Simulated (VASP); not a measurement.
Given:

```xyz
2
Lattice="0.0000 3.5339 3.5339 3.5339 0.0000 3.5339 3.5339 3.5339 0.0000" Properties=species:S:1:pos:R:3 pbc="T T T"
Rb     7.0679     7.0679     7.0679
Br     3.5339     3.5339     3.5339
```

Calculation: TPSS meta-GGA, VASP's PBE PAW potentials (set 64) (plane waves; VASP 6.6.1). Numerical set-up: 520 eV cut-off, 7×7×7 Γ-centred mesh, Gaussian smearing of 0.050 eV, potentials Rb_sv Br.

Task: Predict the energy per atom (σ→0), band gap (on the k-mesh) with the smallest direct gap where there is one.

Result: 
```yaml
band gap (on the k-mesh): 4.67 eV
smallest direct gap (on the k-mesh): 4.67 eV
energy per atom (σ→0): -11.645 eV/atom
```

The compound is RbBr in the rock salt structure. It was relaxed first, which changed the volume by +8 %.
